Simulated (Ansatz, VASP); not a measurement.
## ZrP2O7 (ZrP2O7 (Pa-3)) in two plane-wave programs

Wanted: the spread between two codes on one cell, functional and k mesh. Of the first pair: The structure shown is the start of the Ansatz relaxation below; VASP solves that cell, so the two are compared at the walk's first step.

Calculated with Ansatz 0.2.0; plane waves, with VASP 6.6.1 beside it; single point at r2SCAN.

### 1. Starting point

It takes space group Pa-3 (No. 205, cubic). The conventional cell has a = 8.457 Å, b = 8.457 Å, c = 8.457 Å, α = 90.00°, β = 90.00°, γ = 90.00°. Zr has 6 O at 2.07 Å nearest. P has 4 O at 1.51 to 1.57 Å nearest. Nearest to O lie 2 P at 1.57 Å. O has 1 P at 1.51 Å and 1 Zr at 2.07 Å nearest. Farther neighbours and most contacts between anions are not listed.

### 2. Ansatz: relaxation, r2SCAN

Ansatz runs on its PAW soft_1 files.

The two programs are compared at the cell with which this relaxation starts, whose forces are those of its first step.

File input.yaml:

```yaml
crystal:
  lattice:
    - [8.4570827, 0.0, 0.0]
    - [0.0, 8.4570827, 0.0]
    - [0.0, 0.0, 8.4570827]
  atoms:
    - { symbol: Zr, position: [0.0, 0.5, 0.5] }
    - { symbol: Zr, position: [0.5, 0.5, 0.0] }
    - { symbol: Zr, position: [0.5, 0.0, 0.5] }
    - { symbol: Zr, position: [0.0, 0.0, 0.0] }
    - { symbol: P, position: [0.3929952, 0.1070048, 0.8929952] }
    - { symbol: P, position: [0.1070048, 0.8929952, 0.3929952] }
    - { symbol: P, position: [0.8929952, 0.3929952, 0.1070048] }
    - { symbol: P, position: [0.6070048, 0.6070048, 0.6070048] }
    - { symbol: P, position: [0.6070048, 0.8929952, 0.1070048] }
    - { symbol: P, position: [0.8929952, 0.1070048, 0.6070048] }
    - { symbol: P, position: [0.1070048, 0.6070048, 0.8929952] }
    - { symbol: P, position: [0.3929952, 0.3929952, 0.3929952] }
    - { symbol: O, position: [0.5, 0.0, 0.0] }
    - { symbol: O, position: [0.0, 0.0, 0.5] }
    - { symbol: O, position: [0.0, 0.5, 0.0] }
    - { symbol: O, position: [0.5, 0.5, 0.5] }
    - { symbol: O, position: [0.94256679, 0.22448599, 0.07756157] }
    - { symbol: O, position: [0.44256679, 0.27551401, 0.92243843] }
    - { symbol: O, position: [0.05743321, 0.72448599, 0.42243843] }
    - { symbol: O, position: [0.27551401, 0.92243843, 0.44256679] }
    - { symbol: O, position: [0.42243843, 0.05743321, 0.72448599] }
    - { symbol: O, position: [0.92243843, 0.44256679, 0.27551401] }
    - { symbol: O, position: [0.22448599, 0.07756157, 0.94256679] }
    - { symbol: O, position: [0.07756157, 0.94256679, 0.22448599] }
    - { symbol: O, position: [0.44256679, 0.22448599, 0.42243843] }
    - { symbol: O, position: [0.42243843, 0.44256679, 0.22448599] }
    - { symbol: O, position: [0.22448599, 0.42243843, 0.44256679] }
    - { symbol: O, position: [0.27551401, 0.57756157, 0.94256679] }
    - { symbol: O, position: [0.92243843, 0.05743321, 0.77551401] }
    - { symbol: O, position: [0.77551401, 0.92243843, 0.05743321] }
    - { symbol: O, position: [0.07756157, 0.55743321, 0.72448599] }
    - { symbol: O, position: [0.57756157, 0.94256679, 0.27551401] }
    - { symbol: O, position: [0.72448599, 0.07756157, 0.55743321] }
    - { symbol: O, position: [0.94256679, 0.27551401, 0.57756157] }
    - { symbol: O, position: [0.55743321, 0.72448599, 0.07756157] }
    - { symbol: O, position: [0.05743321, 0.77551401, 0.92243843] }
    - { symbol: O, position: [0.55743321, 0.77551401, 0.57756157] }
    - { symbol: O, position: [0.57756157, 0.55743321, 0.77551401] }
    - { symbol: O, position: [0.77551401, 0.57756157, 0.55743321] }
    - { symbol: O, position: [0.72448599, 0.42243843, 0.05743321] }
basis:
  ecutwfc: 500
  xc_grid: 2
hamiltonian:
  xc: r2scan
  pseudopotentials: { kind: paw, azcp: { folder: soft_1 } }
kpoints:
  mp_grid: { grid: [3, 3, 3] }
scf:
  occupations: { method: fermi_dirac, width: 0.01 }
  max_iter: 150
output:
  forces: true
  stress: true
relax:
  f_tol: 0.01
  max_steps: 60
  cell: {}
checkpoint:
  write: "../r2scan.run"
  compress: false
  write_wavefunctions: false
  write_every: 100000
```

The run is started by

```bash
$ ansatz run input.yaml --threads 4 --pin off --max-ram 6594MiB --backend cpu --events-out ev --progress --plain --runs-dir out
```

Numbers of over 12 decimals in the logs are rounded to 6 here.

Output:

```text
Engine: ansatz 0.2.0, aarch64-unknown-linux-gnu
Pseudopotentials: kind: paw
Pseudopotential: Zr, paw, valence charge 12, recommended cutoff 500 eV (meta_gga), soft_1/Zr.paw.azcp
Pseudopotential: P, paw, valence charge 5, recommended cutoff 500 eV (meta_gga), soft_1/P.paw.azcp
Pseudopotential: O, paw, valence charge 6, recommended cutoff 500 eV (meta_gga), soft_1/O.paw.azcp
Functional definition: r2SCAN
  parameter k0 = 0.174
  parameter k1 = 0.065
  parameter a1 = 4.9479
  exchange = r2scan_x(k0 = k0, k1 = k1, a1 = a1)
  correlation = r2scan_c
Crystal: 40 atoms, lattice volume = 604.870 Å³
Basis set: ecut = 500 eV, 15419 PW (Γ), exchange–correlation on 128×128×128 points (8 copies of the dense FFT grid, shifted against one another)
Bands: 168, of which v1, the nominal top of the filled ones, is band 128 counted from 1 (127 counted from 0)
Symmetry: 24 space group operations
Space group: Pa-3 (ITA 205), of the structure as read, at distance tolerance 8.5e-5 Å
k-points: 4 of 27
Non-local potential: Zr, projectors of the file, l = 0: 3, l = 1: 2, l = 2: 2, l = 3: 1
Non-local potential: P, projectors of the file, l = 0: 2, l = 1: 2, l = 2: 1
Non-local potential: O, projectors of the file, l = 0: 2, l = 1: 2, l = 2: 1
PAW form: soft (Blöchl's): semilocal exchange-correlation on the pseudo side does not see the compensation charge
PAW frozen core: Zr, regenerated for the run's functional (the file was generated under x = pbe(κ = 0.804, μ = 0.219515), c = pbe(β = 0.066725))
PAW frozen core: P, regenerated for the run's functional (the file was generated under x = pbe(κ = 0.804, μ = 0.219515), c = pbe(β = 0.066725))
PAW frozen core: O, regenerated for the run's functional (the file was generated under x = pbe(κ = 0.804, μ = 0.219515), c = pbe(β = 0.066725))
PAW one-centre angular grid: Zr, 590 points (default); XC on 160 Gauss nodes
PAW one-centre angular grid: P, 302 points (default); XC on 160 Gauss nodes
PAW one-centre angular grid: O, 302 points (default); XC on 160 Gauss nodes
Initial density: superposition of atomic densities (chi_scale 0.1, normalization cell, long waves kept (reshape's long-wave potential 0.04 eV rms))
Initial wavefunctions: pseudopotential atomic-orbital guess
Functional: x = r2scan, c = r2scan; τ floored in thin density (d = 2e-4 eV/Å³)
SCF iter   1: F=—  HF=-38831.144347 eV  |F-HF|=—  |Δ(HF+E_count)|=         —  Δρ=1.03e-1  dr2=7.22e1  dr2_τ=7.50e0  ethr=3.10e-3  ⟨swp⟩=6.0  Hψ=2954  notcnv=0  defer=57
preconditioner: auto → Resta (q_TF=auto, 2.364 Å⁻¹)  ε∞=3.0  [insulator: Δε(μ)=4.640 eV  Ē_g=16.070 eV  σ=0.010 eV  W_gap=1.00  n_scr=146 (ndim 8)  ℏωp=22.6 eV  f_vac=0.156  D(μ)=0.00/eV (n_scr^D=0)  ε∞_Penn≈3.0]
SCF iter   2: F=—  HF=-38814.278378 eV  |F-HF|=—  |Δ(HF+E_count)|=    1.69e1  Δρ=3.89e-2  dr2=7.27e0  dr2_τ=1.38e0  ethr=3.10e-3  ⟨swp⟩=4.0  Hψ=1426  notcnv=0  defer=126
SCF iter   3: F=—  HF=-38814.654445 eV  |F-HF|=—  |Δ(HF+E_count)|=   3.76e-1  Δρ=1.68e-2  dr2=1.38e0  dr2_τ=1.21e-1  ethr=2.84e-3  ⟨swp⟩=3.2  Hψ=935  notcnv=0  defer=54
automatic band count: iteration 3 solves 150 bands in place of 168: the levels show a gap, and the empty bands left out lie too high to hold charge; the band table lists the bands solved (type scf.n_extra_bands for more)
SCF iter   4: F=—  HF=-38814.735918 eV  |F-HF|=—  |Δ(HF+E_count)|=   8.15e-2  Δρ=5.40e-3  dr2=1.36e-1  dr2_τ=2.54e-2  ethr=5.38e-4  ⟨swp⟩=4.0  Hψ=1178  notcnv=0  defer=46
automatic band count: iteration 4 solves 148 bands in place of 150: the levels show a gap, and the empty bands left out lie too high to hold charge; the band table lists the bands solved (type scf.n_extra_bands for more)
SCF iter   5: F=—  HF=-38814.763579 eV  |F-HF|=—  |Δ(HF+E_count)|=   2.77e-2  Δρ=1.26e-3  dr2=1.02e-2  dr2_τ=7.67e-4  ethr=5.32e-5  ⟨swp⟩=3.8  Hψ=1065  notcnv=0  defer=46
SCF iter   6: F=—  HF=-38814.774681 eV  |F-HF|=—  |Δ(HF+E_count)|=   1.11e-2  Δρ=9.36e-4  dr2=4.04e-3  dr2_τ=4.72e-4  ethr=3.99e-6  ⟨swp⟩=3.0  Hψ=1055  notcnv=0  defer=46
SCF iter   7: F=—  HF=-38814.775197 eV  |F-HF|=—  |Δ(HF+E_count)|=   5.16e-4  Δρ=1.14e-4  dr2=6.37e-5  dr2_τ=6.42e-6  ethr=1.58e-6  ⟨swp⟩=2.0  Hψ=1002  notcnv=0  defer=46
SCF iter   8: F=—  HF=-38814.776356 eV  |F-HF|=—  |Δ(HF+E_count)|=   1.16e-3  Δρ=2.56e-5  dr2=4.12e-6  dr2_τ=4.52e-7  ethr=2.49e-8  ⟨swp⟩=3.5  Hψ=1217  notcnv=0  defer=46
SCF iter   9: F=—  HF=-38814.776365 eV  |F-HF|=—  |Δ(HF+E_count)|=   8.94e-6  Δρ=5.70e-6  dr2=2.50e-7  dr2_τ=1.23e-8  ethr=1.61e-9  ⟨swp⟩=2.2  Hψ=1004  notcnv=0  defer=46
SCF iter  10: F=-38814.776365 eV  HF=-38814.776365 eV  |F-HF|=4.34e-9  |Δ(HF+E_count)|=   3.52e-7  Δρ=1.20e-6  dr2=9.60e-9  dr2_τ=7.68e-10  ethr=3.91e-11  ⟨swp⟩=5.2  Hψ=2256  notcnv=0
SCF 1 converged in 10 iterations: F = -38814.776365 eV  dr2 = 9.60e-9
[...]
preconditioner: auto → Resta (q_TF=auto, 2.362 Å⁻¹)  ε∞=2.8  [insulator: Δε(μ)=5.319 eV  Ē_g=17.717 eV  σ=0.010 eV  W_gap=1.00  n_scr=146 (ndim 8)  ℏωp=23.7 eV  f_vac=0.255  D(μ)=0.00/eV (n_scr^D=0)  ε∞_Penn≈2.8]
SCF iter   2: F=—  HF=-38814.793234 eV  |F-HF|=—  |Δ(HF+E_count)|=   9.57e-4  Δρ=1.21e-5  dr2=7.89e-8  dr2_τ=3.50e-7  ethr=9.91e-11  ⟨swp⟩=3.2  Hψ=1526  notcnv=0
[...]
SCF converged after 5 iterations
Free energy (F): -38814.793223 eV
Harris-Foulkes:  -38814.793223 eV  (|F-HF|=5.60e-10)
Internal energy: -38814.793223 eV  (E = F + TS)
E sigma→0 (E₀):  -38814.793223 eV
Fermi energy:    4.586828 eV
--- Per-component energies (eV) ---
  E_band       = -2180.307347
  E_kinetic    = 6699.810673
  E_local      = -20140.226608  (includes V_loc(G=0)·N_el)
  E_nonlocal   = 1962.639379
  E_hartree    = 7499.118703
  E_xc         = -3154.167110
  E_vxc        = -4246.330832  (∫ρ·V_xc dr)
  E_paw        = -21080.913302  (= ΣΔE_a)
  E_vpaw       = -1723.921619  (= ΣTr[D̂ρ^β])
  E_aug_tail   = 0.007727  (compensation charges beyond the density's cutoff)
  E_vtau       = 269.475018  (kinetic-family band-sum trace: ∫τ·v_τ [+ j·A + Jᵃ·Aᵃ] dr)
  E_ewald      = -10598.782626
  E_core_change = -2.280057  (= ΣΔE_core)
  E_smearing   = -0.000000  (= −TS)
  E_closure    = 0.000000  (closes the sum)
  Σ components = -38814.793223   (vs F -38814.793223, Δ=0.00e0)
--- Forces (eV/Å), atoms counted from 1 ---
  atom   1  Zr    -0.00000000     0.00000000     0.00000000
  atom   2  Zr     0.00000000     0.00000000     0.00000000
  atom   3  Zr     0.00000000    -0.00000000    -0.00000000
  atom   4  Zr    -0.00000000     0.00000000    -0.00000000
  atom   5  P     -0.00102040     0.00102040    -0.00102040
  atom   6  P      0.00102040    -0.00102040    -0.00102040
  atom   7  P     -0.00102040    -0.00102040     0.00102040
  atom   8  P      0.00102040     0.00102040     0.00102040
  atom   9  P      0.00102040    -0.00102040     0.00102040
  atom  10  P     -0.00102040     0.00102040     0.00102040
  atom  11  P      0.00102040     0.00102040    -0.00102040
  atom  12  P     -0.00102040    -0.00102040    -0.00102040
  atom  13  O      0.00000000     0.00000000    -0.00000000
  atom  14  O     -0.00000000     0.00000000     0.00000000
  atom  15  O      0.00000000    -0.00000000     0.00000000
  atom  16  O      0.00000000     0.00000000     0.00000000
  atom  17  O     -0.00274948     0.00693484     0.00720264
  atom  18  O     -0.00274948    -0.00693484    -0.00720264
  atom  19  O      0.00274948     0.00693484    -0.00720264
  atom  20  O     -0.00693484    -0.00720264    -0.00274948
  atom  21  O     -0.00720264     0.00274948     0.00693484
  atom  22  O     -0.00720264    -0.00274948    -0.00693484
  atom  23  O      0.00693484     0.00720264    -0.00274948
  atom  24  O      0.00720264    -0.00274948     0.00693484
[...]
atom  33  O      0.00693484     0.00720264     0.00274948
  atom  34  O     -0.00274948    -0.00693484     0.00720264
  atom  35  O      0.00274948     0.00693484     0.00720264
  atom  36  O      0.00274948    -0.00693484    -0.00720264
  atom  37  O      0.00274948    -0.00693484     0.00720264
  atom  38  O      0.00720264     0.00274948    -0.00693484
  atom  39  O     -0.00693484     0.00720264     0.00274948
  atom  40  O      0.00693484    -0.00720264     0.00274948
  max |Σ_I F_I| component: 6.94e-18 eV/Å
--- Stress (GPa, compression-positive) ---
        0.001341       0.000000      -0.000000
        0.000000       0.001341       0.000000
       -0.000000       0.000000       0.001341
  P = ⅓ Tr σ = 0.0013 GPa (0.013 kbar)
--- Relaxed structure (3 steps of the walk, 3 accepted, 1 SCFs on fresh bases) ---
  F+E_penalty+E_count = -38814.79322318 eV   max|allowed force component| = 7.203e-3 eV/Å   (the final SCF, on the basis selected at the relaxed cell)
  cell:  # Å, volume = 607.3887 Å³
    - [8.468807, 0, 0.0]
    - [0, 8.468807, 0.0]
    - [0, 0.0, 8.468807]
  atoms:
    - { symbol: Zr, position: [0, 0.500000, 0.500000] }
    - { symbol: Zr, position: [0.500000, 0.500000, 0] }
    - { symbol: Zr, position: [0.500000, 0, 0.500000] }
    - { symbol: Zr, position: [0, 0, 0] }
    - { symbol: P, position: [0.392813, 0.107187, 0.892813] }
    - { symbol: P, position: [0.107187, 0.892813, 0.392813] }
    - { symbol: P, position: [0.892813, 0.392813, 0.107187] }
    - { symbol: P, position: [0.607187, 0.607187, 0.607187] }
    - { symbol: P, position: [0.607187, 0.892813, 0.107187] }
    - { symbol: P, position: [0.892813, 0.107187, 0.607187] }
    - { symbol: P, position: [0.107187, 0.607187, 0.892813] }
    - { symbol: P, position: [0.392813, 0.392813, 0.392813] }
    - { symbol: O, position: [0.500000, 0, 0] }
    - { symbol: O, position: [0, 0, 0.500000] }
    - { symbol: O, position: [0, 0.500000, 0] }
    - { symbol: O, position: [0.500000, 0.500000, 0.500000] }
    - { symbol: O, position: [0.942741, 0.224102, 0.078014] }
    - { symbol: O, position: [0.442741, 0.275898, 0.921986] }
    - { symbol: O, position: [0.057259, 0.724102, 0.421986] }
    - { symbol: O, position: [0.275898, 0.921986, 0.442741] }
    - { symbol: O, position: [0.421986, 0.057259, 0.724102] }
    - { symbol: O, position: [0.921986, 0.442741, 0.275898] }
    - { symbol: O, position: [0.224102, 0.078014, 0.942741] }
    - { symbol: O, position: [0.078014, 0.942741, 0.224102] }
    - { symbol: O, position: [0.442741, 0.224102, 0.421986] }
    - { symbol: O, position: [0.421986, 0.442741, 0.224102] }
    - { symbol: O, position: [0.224102, 0.421986, 0.442741] }
    - { symbol: O, position: [0.275898, 0.578014, 0.942741] }
    - { symbol: O, position: [0.921986, 0.057259, 0.775898] }
    - { symbol: O, position: [0.775898, 0.921986, 0.057259] }
    - { symbol: O, position: [0.078014, 0.557259, 0.724102] }
    - { symbol: O, position: [0.578014, 0.942741, 0.275898] }
    - { symbol: O, position: [0.724102, 0.078014, 0.557259] }
    - { symbol: O, position: [0.942741, 0.275898, 0.578014] }
    - { symbol: O, position: [0.557259, 0.724102, 0.078014] }
    - { symbol: O, position: [0.057259, 0.775898, 0.921986] }
    - { symbol: O, position: [0.557259, 0.775898, 0.578014] }
    - { symbol: O, position: [0.578014, 0.557259, 0.775898] }
    - { symbol: O, position: [0.775898, 0.578014, 0.557259] }
    - { symbol: O, position: [0.724102, 0.421986, 0.057259] }
```

Reading the cycles: dr2 is the Hartree energy of the density residual (eV), the measure of convergence; HF is the Harris–Foulkes estimate of the energy, which meets the free energy F at convergence.

### 3. VASP: single point, r2SCAN, start cell, pair 1

The same cell, functional, mesh and smearing now go to VASP, with its own data sets.

Lines of VASP's logs that name or quote its potential files are left out, and so is its time.

File INCAR:

```
SYSTEM = ZrP2O7
PREC = Accurate
ENCUT = 580
EDIFF = 1E-06
NELM = 120
ISMEAR = -1
SIGMA = 0.01
LREAL = Auto
ALGO = Normal
METAGGA = R2SCAN
LASPH = .TRUE.
NBANDS = 156
LORBIT = 11
LWAVE = .FALSE.
LCHARG = .FALSE.
ISIF = 2
GGA_COMPAT = .FALSE.
EFERMI = MIDGAP
LMIXTAU = .TRUE.
KPAR = 4
```

File POSCAR:

```
ZrP2O7
1.0
    8.4570830000      0.0000000000      0.0000000000
    0.0000000000      8.4570830000      0.0000000000
    0.0000000000      0.0000000000      8.4570830000
Zr P O
4 8 28
Direct
    0.9999999409      0.4999999409      0.4999999409
    0.4999999409      0.4999999409      0.9999999409
    0.4999999409      0.9999999409      0.4999999409
    0.9999999409      0.9999999409      0.9999999409
    0.3929951379      0.1070047439      0.8929951379
    0.1070047439      0.8929951379      0.3929951379
    0.8929951379      0.3929951379      0.1070047439
    0.6070047439      0.6070047439      0.6070047439
    0.6070047439      0.8929951379      0.1070047439
    0.8929951379      0.1070047439      0.6070047439
    0.1070047439      0.6070047439      0.8929951379
    0.3929951379      0.3929951379      0.3929951379
    0.4999999409      0.9999999409      0.9999999409
    0.9999999409      0.9999999409      0.4999999409
    0.9999999409      0.4999999409      0.9999999409
    0.4999999409      0.4999999409      0.4999999409
    0.9425667219      0.2244859428      0.0775615244
    0.4425667219      0.2755139390      0.9224383574
    0.0574331599      0.7244859428      0.4224383574
    0.2755139390      0.9224383574      0.4425667219
    0.4224383574      0.0574331599      0.7244859428
    0.9224383574      0.4425667219      0.2755139390
    0.2244859428      0.0775615244      0.9425667219
    0.0775615244      0.9425667219      0.2244859428
    0.4425667219      0.2244859428      0.4224383574
    0.4224383574      0.4425667219      0.2244859428
    0.2244859428      0.4224383574      0.4425667219
    0.2755139390      0.5775615244      0.9425667219
    0.9224383574      0.0574331599      0.7755139390
    0.7755139390      0.9224383574      0.0574331599
    0.0775615244      0.5574331599      0.7244859428
    0.5775615244      0.9425667219      0.2755139390
    0.7244859428      0.0775615244      0.5574331599
    0.9425667219      0.2755139390      0.5775615244
    0.5574331599      0.7244859428      0.0775615244
    0.0574331599      0.7755139390      0.9224383574
    0.5574331599      0.7755139390      0.5775615244
    0.5775615244      0.5574331599      0.7755139390
    0.7755139390      0.5775615244      0.5574331599
    0.7244859428      0.4224383574      0.0574331599
```

File KPOINTS:

```
Automatic mesh
0
Gamma
3 3 3
0 0 0
```

PAW data sets: Zr_sv, P and O (PBE family, release 64).

The run is started by

```bash
$ mpirun -np 4 vasp_std
```

Output:

```text
[banner, memory and clock lines left out]
running    4 mpi-ranks, on    1 nodes
[...]
|                                                                             |
|               ----> ADVICE to this user running VASP <----                  |
|                                                                             |
|     You enforced a specific xc type in the INCAR file but a different       |
|     [... a line on the potential file left out ...]
|     I HOPE YOU KNOW WHAT YOU ARE DOING!                                     |
|                                                                             |

 LDA part: xc-table for (None), standard interpolation
 POSCAR, INCAR and KPOINTS ok, starting setup
[...]
entering main loop
       N       E                     dE             d eps       ncg     rms          rms(c)
DAV:   1     0.221638685853E+04    0.22164E+04   -0.14740E+05  1248   0.171E+03
DAV:   2    -0.363548494602E+03   -0.25799E+04   -0.25079E+04  1552   0.419E+02
DAV:   3    -0.574152677698E+03   -0.21060E+03   -0.20937E+03  1504   0.124E+02
DAV:   4    -0.586539945180E+03   -0.12387E+02   -0.12356E+02  2144   0.224E+01
[...]
DAV:  23    -0.445417554718E+03   -0.17179E-03   -0.73233E-05  1360   0.305E-02    0.823E-03
DAV:  24    -0.445417583644E+03   -0.28926E-04   -0.13075E-05  1400   0.139E-02    0.375E-03
DAV:  25    -0.445417583843E+03   -0.19956E-06   -0.63581E-07   896   0.312E-03
   1 F= -.44541758E+03 E0= -.44541758E+03  d E =0.000000E+00
```

Parts of OUTCAR (step 3):

```text
  Total        0.0407105      0.0407105      0.0407105     -0.0000000     -0.0000000      0.0000000
  in kB        0.1078339      0.1078339      0.1078339     -0.0000000     -0.0000000      0.0000000
  external PRESSURE =       0.1078339 kB  Pullay stress =       0.0000000 kB

 POSITION                                       TOTAL-FORCE (eV/Angst)
 -----------------------------------------------------------------------------------
      8.45708      4.22854      4.22854         0.000000      0.000000      0.000000
      4.22854      4.22854      8.45708         0.000000      0.000000      0.000000
      4.22854      8.45708      4.22854         0.000000      0.000000      0.000000
      8.45708      8.45708      8.45708         0.000000      0.000000      0.000000
      3.32359      0.90495      7.55213         0.001899     -0.001899      0.001899
      0.90495      7.55213      3.32359        -0.001899      0.001899      0.001899
      7.55213      3.32359      0.90495         0.001899      0.001899     -0.001899
      5.13349      5.13349      5.13349        -0.001899     -0.001899     -0.001899
      5.13349      7.55213      0.90495        -0.001899      0.001899     -0.001899
      7.55213      0.90495      5.13349         0.001899     -0.001899     -0.001899
      0.90495      5.13349      7.55213        -0.001899     -0.001899      0.001899
      3.32359      3.32359      3.32359         0.001899      0.001899      0.001899
      4.22854      8.45708      8.45708         0.000000      0.000000      0.000000
      8.45708      8.45708      4.22854         0.000000      0.000000      0.000000
[...]
-----------------------------------------------------------------------------------
    total drift:                                0.009130      0.010811      0.016684

  FREE ENERGIE OF THE ION-ELECTRON SYSTEM (eV)
  ---------------------------------------------------
  free  energy   TOTEN  =      -445.4175838435 eV

  energy  without entropy=     -445.4175838435  energy(sigma->0) =     -445.41758384

[... 3 further parts left out ...]
[key lines of the parts left out:]
E-fermi :   2.5643
```

The run ends at a pressure of 0.01 GPa, with forces up to 0.026 eV/Å.

(Part 1 of 2 ends here.)

[Lines on the potential files, build, host, timing and source positions are cut from VASP's logs without a mark.]

[Logs are printed without paths, hosts, clocks, repeated set-up lines and the standing remarks that a program may print on its own settings, such as how far it seeks lower states.]

[Hosts, paths, dates, database ids (printed as entryN), source tags and the programs' standing remarks are cut or masked in the printed files.]
